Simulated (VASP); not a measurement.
VASP runs on NiO share one base input (PBE GGA, plane waves, VASP's PBE PAW potentials (set 64)) and change the settings named in each case.

File POSCAR:
```
NiO
1
    3.1907520000     0.0000000000     0.0000000000
    0.0000000000     3.1907520000     0.0000000000
    0.0000000000     0.0000000000    15.9041790000
Ni O
2 2
Direct
  0.5000000000   0.0000000000   0.5598640000
  0.0000000000   0.5000000000   0.4401360000
  0.0000000000   0.0000000000   0.5000000000
  0.5000000000   0.5000000000   0.5000000000
```

**INCAR**
```
ALGO=Normal
EDIFF=1E-6   # SCF stop (eV)
PREC=Accurate
ISIF=2   # forces and stress, cell fixed
ISPIN=2   # spin-polarised
GGA=PE
NELM=100   # most electronic steps
ISMEAR=-1   # Fermi-Dirac
SIGMA=0.136   # width (eV)
LWAVE=F
SYSTEM=NiO
MAGMOM=2.0 2.0 0.0 0.0
ENCUT=400   # plane-wave cut-off (eV)
LORBIT=11
LASPH=T
LCHARG=F
LMAXMIX=4   # l cut-off of mixed one-centre charges
LREAL=F   # projection in real space or not
```

KPOINTS:
```
Automatic mesh
0
Gamma
5 5 1
0 0 0
```

POTCAR, in this order: Ni O (PBE.64 set). Program: vasp_std.

| change | E(σ→0) (eV/atom) | largest force (eV/Å) | moment (μB) | −TS (eV) |
|---|---|---|---|---|
| base run | -4.9170 | 0.668 | 0.00 | -0.2447 |
| GGA removed, POTCAR Ni O (LDA.64 set) | -5.8690 | 1.920 | 0.00 | -0.2432 |
| KPOINTS 2×2×1 Γ-centred mesh | -5.0754 | 0.316 | 2.90 | -0.1189 |
| LDAU = .TRUE., LDAUJ = 0 0, LDAUL = 2 -1, LDAUTYPE = 2, LDAUU = 4.0 0 | -3.9046 | 0.118 | 3.33 | -0.1972 |
 Energies of different potentials or functionals have different zeros.  The cell holds a wide vacuum, so values per volume refer to the whole cell. The moments were started parallel, and other spin orders were not tried in this run.

Left out are runs that ran out of time, are held back, or changed the cell or the kind of run, fixed moments of cells without a moment, rows past the twelfth, gaps on odd meshes, pressures of charged cells and columns that move by less than the noise.

The cell is a sheet or thin cut with vacuum, built from a generated structure.
